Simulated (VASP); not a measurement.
# CoW3 (Pm-3m) in VASP: reference runs

Aim: a first look at CoW3 with PBE, on the cell as given and on a disturbed one.

All numbers are computed with VASP 6.6.1; they aren't measurements. Logs are shortened: lines on timing, memory, paths and dates and some standing lists are left out, and cuts for length are marked.

**1. The structure**

Symmetry: Pm-3m, No. 221, cubic system. Conventional cell: a = 3.907 Å, b = 3.907 Å, c = 3.907 Å, α = 90.00°, β = 90.00°, γ = 90.00°. Around W (site symmetry 4/mmm) lie 8 W at 2.76 Å and 4 Co at 2.76 Å. Co (site symmetry m-3m) has 12 W at 2.76 Å as nearest neighbours.

The cell comes from a database or a generator and needn't be the stable form of this composition.

**2. Single point, PBE, collinear spin, ferromagnetic start**

The input, INCAR:

```
SYSTEM = CoW3
ALGO = Normal
EDIFF = 1E-7
ENCUT = 520
GGA = PE
ISIF = 2
ISMEAR = -1
ISPIN = 2
LASPH = .TRUE.
LCHARG = .TRUE.
LELF = .TRUE.
LMAXMIX = 4
LORBIT = 11
LREAL = .FALSE.
LVHAR = .TRUE.
LWAVE = .FALSE.
MAGMOM = 0 0 0 2
NBANDS = 38
NELM = 120
PREC = Accurate
SIGMA = 0.05
```

The input, KPOINTS:

```
k-points
0
G
  7 7 7
  0 0 0
```

The input, POSCAR:

```
CoW3
1.0
    3.9073510000      0.0000000000      0.0000000000
    0.0000000000      3.9073510000      0.0000000000
    0.0000000000      0.0000000000      3.9073510000
W Co
3 1
Direct
    0.5000000000      0.5000000000      0.0000000000
    0.5000000000      0.0000000000      0.5000000000
    0.0000000000      0.5000000000      0.5000000000
    0.0000000000      0.0000000000      0.0000000000
```

Potentials or basis: VASP PAW PBE potentials, release 64 (W_sv, Co).

On the command line:

```console
> cat potpaw_PBE.64/W_sv/POTCAR potpaw_PBE.64/Co/POTCAR > POTCAR
> mpirun -np 1 vasp_std > vasp.out
```

OUTCAR:

```text
SYSTEM = CoW3
   EDIFF = 1E-7
   ENCUT = 520
   GGA = PE
   ISIF = 2
   ISMEAR = -1
   ISPIN = 2
   LASPH = .TRUE.
   LORBIT = 11
   LREAL = .FALSE.
   NELM = 120
   PREC = Accurate

 ion  position               nearest neighbor table
   1  0.500  0.500  0.000-   2 2.76   3 2.76   4 2.76   2 2.76   3 2.76   2 2.76   4 2.76   2 2.76
                             3 2.76   4 2.76   3 2.76   4 2.76
   2  0.500  0.000  0.500-   1 2.76   3 2.76   4 2.76   1 2.76   4 2.76   1 2.76   3 2.76   1 2.76
                             3 2.76   4 2.76   4 2.76   3 2.76
   3  0.000  0.500  0.500-   1 2.76   2 2.76   4 2.76   1 2.76   4 2.76   2 2.76   4 2.76   4 2.76
                             1 2.76   2 2.76   1 2.76   2 2.76
   4  0.000  0.000  0.000-   1 2.76   2 2.76   3 2.76   2 2.76   3 2.76   1 2.76   3 2.76   3 2.76
                             1 2.76   2 2.76   2 2.76   1 2.76

  LATTYP: Found a simple cubic cell.
 ALAT       =     3.9073510000

  Lattice vectors:

 A1 = (   3.9073510000,   0.0000000000,   0.0000000000)
 A2 = (   0.0000000000,   3.9073510000,   0.0000000000)
 A3 = (   0.0000000000,   0.0000000000,   3.9073510000)

Analysis of symmetry for initial positions (statically):
=====================================================================
 Subroutine PRICEL returns:
 Original cell was already a primitive cell.

 Routine SETGRP: Setting up the symmetry group for a
 simple cubic supercell.

 Subroutine GETGRP returns: Found 48 space group operations
 (whereof 48 operations were pure point group operations)
 out of a pool of 48 trial point group operations.

The static configuration has the point symmetry O_h .

Analysis of symmetry for dynamics (positions and initial velocities):
=====================================================================
 Subroutine PRICEL returns:
 Original cell was already a primitive cell.

 Routine SETGRP: Setting up the symmetry group for a
 simple cubic supercell.

 Subroutine GETGRP returns: Found 48 space group operations
 (whereof 48 operations were pure point group operations)
 out of a pool of 48 trial point group operations.

The dynamic configuration has the point symmetry O_h .

Analysis of structural, dynamic, and magnetic symmetry:
=====================================================================
 Subroutine PRICEL returns:
 Original cell was already a primitive cell.

 Routine SETGRP: Setting up the symmetry group for a
 simple cubic supercell.

 Subroutine GETGRP returns: Found 48 space group operations
 (whereof 48 operations were pure point group operations)
 out of a pool of 48 trial point group operations.

[... 129 lines left out ...]
   LRPA    =     F    only Hartree local field effects (RPA)
 spin polarized calculation
  energy-cutoff  :      520.00
  volume of cell :       59.66
 maximum number of plane-waves:      1622
 NGX is ok and might be reduce to    30
   NGX = 15   NGY = 15   NGZ = 15

 number of electron      51.0000008 magnetization       0.0004587

 number of electron      51.0000008 magnetization      -0.0001051

 Free energy of the ion-electron system (eV)
  ---------------------------------------------------
  ext. energy  EPLUGINS =         0.00000000
  ---------------------------------------------------
  free energy    TOTEN  =       -44.86911036 eV

  energy without entropy =      -44.83354167  energy(sigma->0) =      -44.85132602

 E-fermi :  10.4910     XC(G=0): -13.4637

 val. band max:       10.4766693757   @ k =   0.1429   0.1429   0.1429
 cond. band min:      10.5315260332   @ k =   0.1429   0.1429   0.0000
 fundamental gap:      0.0548566575
 Fermi energy:        10.4909675453

 spin component 1

 k-point     1 :       0.0000    0.0000    0.0000
  band No.  band energies     occupation
      1     -63.2446      1.00000
      2     -63.0852      1.00000
      3     -63.0852      1.00000
      4     -27.9140      1.00000
      5     -27.9140      1.00000
      6     -27.9140      1.00000
[... 789 lines left out ...]
     36      16.1671      0.00000
     37      20.3196      0.00000
 Fermi energy:        10.4909675453

 spin component 2

 k-point     1 :       0.0000    0.0000    0.0000
  band No.  band energies     occupation
      1     -63.2446      1.00000
      2     -63.0852      1.00000
      3     -63.0852      1.00000
      4     -27.9140      1.00000
      5     -27.9140      1.00000
      6     -27.9140      1.00000
[... 789 lines left out ...]
     36      16.1671      0.00000
     37      20.3196      0.00000
 [bands above 37 left out]

------------------------ aborting loop because EDIFF is reached ----------------------------------------

  FORCE on cell =-STRESS in cart. coord.  units (eV):
  Direction    XX          YY          ZZ          XY          YZ          ZX
  --------------------------------------------------------------------------------------
  -------------------------------------------------------------------------------------
  Total       -0.4868029     -0.4868029     -0.4868029      0.0000000      0.0000000     -0.0000000
  in kB      -13.0742403    -13.0742403    -13.0742403      0.0000000      0.0000000     -0.0000000
  external PRESSURE =     -13.0742403 kB  Pullay stress =       0.0000000 kB

 VOLUME and BASIS-vectors are now :
 -----------------------------------------------------------------------------
  energy-cutoff  :      520.00
  volume of cell :       59.66
      direct lattice vectors                 reciprocal lattice vectors
     3.907351000  0.000000000  0.000000000     0.255927865  0.000000000  0.000000000
     0.000000000  3.907351000  0.000000000     0.000000000  0.255927865  0.000000000
     0.000000000  0.000000000  3.907351000     0.000000000  0.000000000  0.255927865

 POSITION                                       TOTAL-FORCE (eV/Angst)
 -----------------------------------------------------------------------------------
      1.95368      1.95368      0.00000         0.000000      0.000000      0.000000
      1.95368      0.00000      1.95368         0.000000      0.000000      0.000000
      0.00000      1.95368      1.95368         0.000000      0.000000      0.000000
      0.00000      0.00000      0.00000         0.000000      0.000000      0.000000
 -----------------------------------------------------------------------------------
    total drift:                                0.000000      0.000000     -0.000000

  FREE ENERGIE OF THE ION-ELECTRON SYSTEM (eV)
  ---------------------------------------------------
  free  energy   TOTEN  =       -44.8691103644 eV

  energy  without entropy=      -44.8335416742  energy(sigma->0) =      -44.85132602

 total charge

# of ion       s       p       d       tot
------------------------------------------
    1        2.416   6.303   3.355  12.074
    2        2.416   6.303   3.355  12.074
    3        2.416   6.303   3.355  12.074
    4        0.462   0.544   7.285   8.291
--------------------------------------------------
tot          7.709  19.453  17.350  44.512

 magnetization (x)

# of ion       s       p       d       tot
------------------------------------------
    1        0.000   0.000  -0.000   0.000
    2        0.000   0.000  -0.000   0.000
    3        0.000   0.000  -0.000   0.000
    4       -0.000   0.000  -0.000  -0.000
--------------------------------------------------
tot         -0.000   0.000  -0.000  -0.000
```

OSZICAR:

```text
N       E                     dE             d eps       ncg     rms          rms(c)
DAV:   1     0.599233978165E+03    0.59923E+03   -0.26603E+04  3064   0.159E+03
DAV:   2    -0.126116054170E+02   -0.61185E+03   -0.58944E+03  3070   0.496E+02
DAV:   3    -0.478135387099E+02   -0.35202E+02   -0.32791E+02  3450   0.121E+02
[... 15 lines left out ...]
DAV:  19    -0.448691100481E+02   -0.18264E-04   -0.16553E-04  4182   0.147E-01    0.237E-02
DAV:  20    -0.448691085900E+02    0.14582E-05   -0.17250E-05  3400   0.278E-02    0.103E-02
DAV:  21    -0.448691100494E+02   -0.14594E-05   -0.70664E-06  3638   0.329E-02    0.415E-03
DAV:  22    -0.448691103434E+02   -0.29405E-06   -0.27521E-06  3970   0.170E-02    0.192E-03
DAV:  23    -0.448691103644E+02   -0.21008E-07   -0.25886E-07  2590   0.411E-03
   1 F= -.44869110E+02 E0= -.44851326E+02  d E =-.355687E-01  mag=    -0.0001
```

Run time: 87 s. Hardware: 1 thread of Intel Xeon Platinum 8488C (Sapphire Rapids), shared host; peak memory 0.22 GiB.

Results:

* Free energy: -44.8691 eV
* Pressure: -1.3 GPa
* Band gap on the k mesh: none (metal or under the smearing width)
* Net moment: 0.00 μB per cell
* Valence electrons inside the program's atomic spheres: W 12.07; Co 8.29

Caveat: the starting moments collapsed, and a magnetic state may lie lower.

**3. Single point, PBE, collinear spin, ferromagnetic start (atoms moved at random, drawn with an rms of 0.05 Å)**

The input, INCAR:

```
  PREC = Accurate
  ENCUT = 520
  EDIFF = 1E-7
  ISMEAR = -1
  SIGMA = 0.05
  LREAL = F
  LASPH = T
  NELM = 120
  ALGO = Normal
  ISIF = 2
  LWAVE = F
  LCHARG = F
  ISPIN = 2
  MAGMOM = 0 0 0 2
  LORBIT = 11
  LMAXMIX = 4
  GGA = PE
  NBANDS = 38
```

The input, KPOINTS:

```
regular mesh
0
Gamma
  7 7 7
```

The input, POSCAR:

```
CoW3
1.0
    3.9073510000      0.0000000000      0.0000000000
    0.0000000000      3.9073510000      0.0000000000
    0.0000000000      0.0000000000      3.9073510000
W Co
3 1
Direct
    0.4934590000      0.4969230000      0.0064050000
    0.4925400000     -0.0097440000      0.4944620000
    0.0002620000      0.5030470000      0.5040980000
    0.0074380000      0.0077180000     -0.0054490000
```

Potentials or basis: VASP PAW PBE potentials, release 64 (W_sv, Co).

On the command line:

```console
> cat potpaw_PBE.64/W_sv/POTCAR potpaw_PBE.64/Co/POTCAR > POTCAR
> mpirun -np 1 vasp_std > vasp.out
```

Wall time 11 min (1 thread of Intel Xeon Platinum 8488C (Sapphire Rapids), shared host); peak memory 0.59 GiB.

It converged, with:

| Property | Result |
| --- | --- |
| Free energy | -44.8237 eV |
| Pressure | -0.8 GPa |
| Largest force | 0.859 eV/Å |
| Band gap on the k mesh | none (metal or under the smearing width) |
| Net moment | 0.00 μB per cell |
| Valence electrons inside the program's atomic spheres | W 12.08; Co 8.29 |

Forces on the atoms (eV/Å):
```
W    0.468 -0.062 -0.419
W    0.511  0.562  0.402
W   -0.551 -0.358 -0.061
Co  -0.428 -0.142  0.078
```

Stress tensor (GPa, compression positive):
```
-0.78  0.18 -0.08
 0.18 -0.74  0.04
-0.08  0.04 -0.84
```

Levels at points of the mesh, in eV from the Fermi level:
Spin up:
```
           k point  band 21  band 22  band 23  band 24  band 25  band 26  band 27  band 28  band 29  band 30
(0.00, 0.00, 0.00)    -1.09    -1.07     0.33     0.34     2.78     2.80     2.82     2.95     2.97     3.00
```
Spin down:
| k point | band 23 | band 24 | band 25 | band 26 | band 27 | band 28 |
| --- | --- | --- | --- | --- | --- | --- |
| (0.00, 0.00, 0.00) | 0.33 | 0.34 | 2.78 | 2.80 | 2.82 | 2.95 |

Caveat: the starting moments collapsed, and a magnetic state may lie lower.
